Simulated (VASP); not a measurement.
Calculation: SCAN meta-GGA, VASP's PBE PAW potentials (set 64) (plane waves; VASP).

A VASP calculation is set up with these files.

**KPOINTS**
```
Automatic mesh
0
Gamma
18 18 18
0 0 0
```

KPOINTS_OPT:
```
k-points along high-symmetry lines
10
Line-mode
Reciprocal
  0.000000   0.000000   0.000000 ! GAMMA
  0.500000   0.000000   0.500000 ! X

  0.500000   0.000000   0.500000 ! X
  0.625000   0.250000   0.625000 ! U

  0.375000   0.375000   0.750000 ! K
  0.000000   0.000000   0.000000 ! GAMMA

  0.000000   0.000000   0.000000 ! GAMMA
  0.500000   0.500000   0.500000 ! L

  0.500000   0.500000   0.500000 ! L
  0.500000   0.250000   0.750000 ! W

  0.500000   0.250000   0.750000 ! W
  0.500000   0.000000   0.500000 ! X
```

### INCAR
```
SYSTEM = Pt
PREC = Accurate
ENCUT = 520
EDIFF = 1E-7
NELM = 100
ALGO = Normal
LREAL = .FALSE.
LASPH = .TRUE.
ISMEAR = -5
METAGGA = SCAN
LMIXTAU = .TRUE.
LMAXMIX = 6
LWAVE = .FALSE.
LCHARG = .FALSE.
LORBIT = 11
NEDOS = 601
ISIF = 2
```

### POSCAR
```
Pt
1.0
  0.0000000000   1.9483293743   1.9483293743
  1.9483293743   0.0000000000   1.9483293743
  1.9483293743   1.9483293743   0.0000000000
Pt
1
Cart
  1.9483293743   1.9483293743   3.8966587486
```

POTCAR, in this order: Pt (PBE.64 set). Program: vasp_std.

The resulting files:

### OSZICAR
```
       N       E                     dE             d eps       ncg     rms          rms(c)
DAV:   1    -0.313451934960E+02   -0.31345E+02   -0.58454E+03  3935   0.107E+03
DAV:   2    -0.733136284569E+02   -0.41968E+02   -0.40445E+02  3693   0.190E+02
DAV:   3    -0.737154470668E+02   -0.40182E+00   -0.39409E+00  4103   0.187E+01
DAV:   4    -0.737163738407E+02   -0.92677E-03   -0.92079E-03  4096   0.981E-01
DAV:   5    -0.737163781252E+02   -0.42845E-05   -0.42531E-05  4051   0.595E-02    0.127E+01
DAV:   6    -0.699838666736E+02    0.37325E+01   -0.92795E-01  3533   0.988E+00    0.644E+00
DAV:   7    -0.693135220303E+02    0.67034E+00   -0.41965E+00  3593   0.245E+01    0.544E+00
DAV:   8    -0.698583029789E+02   -0.54478E+00   -0.14049E-01  3519   0.560E+00    0.554E+00
DAV:   9    -0.701003646255E+02   -0.24206E+00   -0.18998E+00  3540   0.131E+01    0.996E+00
DAV:  10    -0.703161027745E+02   -0.21574E+00   -0.11549E+01  3531   0.320E+01    0.276E+00
DAV:  11    -0.701824700545E+02    0.13363E+00   -0.21235E-01  3605   0.515E+00    0.200E+00
DAV:  12    -0.700839695680E+02    0.98500E-01   -0.51168E-02  3592   0.283E+00    0.150E+00
DAV:  13    -0.700896287948E+02   -0.56592E-02   -0.26682E-03  3684   0.600E-01    0.138E+00
DAV:  14    -0.702849750849E+02   -0.19535E+00   -0.18713E-01  3512   0.624E+00    0.170E+00
DAV:  15    -0.702853573791E+02   -0.38229E-03   -0.10506E-02  3539   0.121E+00    0.169E+00
DAV:  16    -0.703086629497E+02   -0.23306E-01   -0.14392E-02  3776   0.106E+00    0.212E+00
DAV:  17    -0.703206762158E+02   -0.12013E-01   -0.40803E-03  3571   0.599E-01    0.243E+00
DAV:  18    -0.702884148670E+02    0.32261E-01   -0.26048E-02  3589   0.151E+00    0.173E+00
DAV:  19    -0.702628437283E+02    0.25571E-01   -0.40955E-02  3791   0.186E+00    0.871E-01
DAV:  20    -0.702550162488E+02    0.78275E-02   -0.17523E-02  3783   0.131E+00    0.300E-01
DAV:  21    -0.702539300390E+02    0.10862E-02   -0.16070E-03  4055   0.416E-01    0.124E-01
DAV:  22    -0.702536461276E+02    0.28391E-03   -0.17252E-03  3604   0.389E-01    0.488E-02
DAV:  23    -0.702537503206E+02   -0.10419E-03   -0.96435E-05  3561   0.110E-01    0.691E-02
DAV:  24    -0.702537734866E+02   -0.23166E-04   -0.75405E-05  3659   0.952E-02    0.376E-02
DAV:  25    -0.702537694520E+02    0.40346E-05   -0.81109E-06  3930   0.264E-02    0.322E-02
DAV:  26    -0.702537762645E+02   -0.68124E-05   -0.13722E-05  3746   0.389E-02    0.132E-02
DAV:  27    -0.702537805461E+02   -0.42816E-05   -0.54158E-06  4002   0.245E-02    0.427E-03
DAV:  28    -0.702537821386E+02   -0.15925E-05   -0.36583E-07  3615   0.706E-03    0.196E-03
DAV:  29    -0.702537827567E+02   -0.61812E-06   -0.96616E-08  1777   0.315E-03    0.738E-04
DAV:  30    -0.702537832824E+02   -0.52574E-06   -0.14502E-08  1766   0.129E-03    0.295E-04
DAV:  31    -0.702537832884E+02   -0.59640E-08   -0.30019E-09  1765   0.611E-04
   1 F= -.70253783E+02 E0= -.70253783E+02  d E =0.000000E+00
       N       E                     dE             ncg
```

OUTCAR:
```
------------------------ aborting loop because EDIFF is reached ----------------------------------------
  FORCE on cell =-STRESS in cart. coord.  units (eV):
  Direction    XX          YY          ZZ          XY          YZ          ZX
  --------------------------------------------------------------------------------------
  Total       -0.0078286     -0.0078286     -0.0078286      0.0000000      0.0000000      0.0000000
  in kB       -0.8479624     -0.8479624     -0.8479624      0.0000000      0.0000000      0.0000000
  external PRESSURE =      -0.8479624 kB  Pullay stress =       0.0000000 kB
  volume of cell :       14.79
      direct lattice vectors                 reciprocal lattice vectors
     0.000000000  1.948329374  1.948329374    -0.256630119  0.256630119  0.256630119
     1.948329374  0.000000000  1.948329374     0.256630119 -0.256630119  0.256630119
     1.948329374  1.948329374  0.000000000     0.256630119  0.256630119 -0.256630119
 POSITION                                       TOTAL-FORCE (eV/Angst)
 -----------------------------------------------------------------------------------
      0.00000      0.00000      0.00000         0.000000      0.000000     -0.000000
 -----------------------------------------------------------------------------------
    total drift:                               -0.000000     -0.000000     -0.000000
  FREE ENERGIE OF THE ION-ELECTRON SYSTEM (eV)
  ---------------------------------------------------
  free  energy   TOTEN  =       -70.2537832884 eV

  energy  without entropy=      -70.2537832884  energy(sigma->0) =      -70.25378329

 total charge

# of ion       s       p       d       tot
------------------------------------------
    1        0.573   0.584   8.048   9.205
```
(Selected blocks of OUTCAR.)

For a metal the tetrahedron method with Blöchl corrections gives inexact stress and forces.

The compound is Pt in the fcc structure. It was relaxed first.
